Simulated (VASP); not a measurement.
Here is the system:

```
CoTi
1.0
    2.92731     0.00000     0.00000
    0.00000     2.92731     0.00000
    0.00000     0.00000     2.92731
Ti Co
1 1
Direct
  0.00000   0.00000   0.00000
  0.50000   0.50000   0.50000
```

The numbers are results of PBEsol GGA, VASP's PBE PAW potentials (set 64) (plane waves; VASP), not measurements. Numerical set-up: 480 eV cut-off, 12×12×12 Γ-centred mesh, first-order Methfessel-Paxton smearing of 0.10 eV, potentials Ti_sv Co.

Energy and stress use the plane-wave basis of the starting cell.

Task: The ions, cell shape and volume at an external pressure of 20.0 GPa are relaxed. Which structure does the run end with?

Result: 
```
CoTi
1.0
    2.84644     0.00000     0.00000
    0.00000     2.84644     0.00000
    0.00000     0.00000     2.84644
Ti Co
1 1
Direct
  0.00000   0.00000   0.00000
  0.50000   0.50000   0.50000
```
Space group Pm-3m (221), at a tolerance of 0.03 Å.

Task: How do energy and volume change from the first to the last step?

Result: The energy (σ→0) changes by +60.1 meV/atom and the volume by -8.1 %, in 7 ionic steps.

The compound is TiCo in the CsCl type structure. This run relaxes it under an external pressure of 20 GPa. Symmetry was kept, so distortions that lower it aren't found. The run is not spin-polarised, so no magnetic state was tried. The electron count is odd and the run is not spin-polarised, which forces a metal.
